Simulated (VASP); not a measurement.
OSZICAR of a VASP run on ZrC (rock salt):

**OSZICAR**
```
       N       E                     dE             d eps       ncg     rms          rms(c)
DAV:   1     0.981711300129E+02    0.98171E+02   -0.82525E+03  2888   0.120E+03
DAV:   2    -0.176757960404E+02   -0.11585E+03   -0.10877E+03  3364   0.315E+02
DAV:   3    -0.227574043737E+02   -0.50816E+01   -0.50073E+01  4184   0.596E+01
DAV:   4    -0.229347062577E+02   -0.17730E+00   -0.17719E+00  3696   0.108E+01
DAV:   5    -0.229389697930E+02   -0.42635E-02   -0.42633E-02  4180   0.141E+00    0.209E+01
RMM:   6    -0.194159444112E+02    0.35230E+01   -0.12411E+01  3030   0.203E+01    0.867E+00
RMM:   7    -0.194420677986E+02   -0.26123E-01   -0.13396E+00  3403   0.786E+00    0.524E+00
RMM:   8    -0.194525768532E+02   -0.10509E-01   -0.33264E-01  3481   0.363E+00    0.747E-01
RMM:   9    -0.194587462487E+02   -0.61694E-02   -0.18768E-01  3796   0.193E+00    0.533E-01
RMM:  10    -0.194606729975E+02   -0.19267E-02   -0.47819E-02  3524   0.138E+00    0.246E-01
RMM:  11    -0.194629991192E+02   -0.23261E-02   -0.24299E-02  3916   0.778E-01    0.165E-01
RMM:  12    -0.194635430085E+02   -0.54389E-03   -0.59182E-03  4146   0.405E-01    0.139E-01
RMM:  13    -0.194638687010E+02   -0.32569E-03   -0.27309E-03  3959   0.226E-01    0.174E-01
RMM:  14    -0.194637013326E+02    0.16737E-03   -0.15621E-03  3397   0.462E-01    0.195E-01
RMM:  15    -0.194637233023E+02   -0.21970E-04   -0.53795E-04  3835   0.190E-01    0.328E-02
RMM:  16    -0.194637400885E+02   -0.16786E-04   -0.20952E-04  3398   0.788E-02    0.295E-02
RMM:  17    -0.194637471291E+02   -0.70406E-05   -0.94304E-05  2924   0.647E-02
   1 F= -.19463747E+02 E0= -.19463751E+02  d E =-.194637E+02
```

Which electronic solver shows in the log?

It is blocked Davidson (ALGO = Normal, or the opening steps of other solvers) and then RMM-DIIS (ALGO = Fast or VeryFast). The INCAR had ALGO = Fast.

Can the final energy be trusted as converged?

The run converged. It stopped with EDIFF = 1E-5, NELM = 100, NSW = 20 and EDIFFG = -0.03 after 1 ionic step (PBE GGA, plane waves, VASP's PBE PAW potentials (set 64)).

The compound is ZrC in the rock salt structure. It was relaxed first.
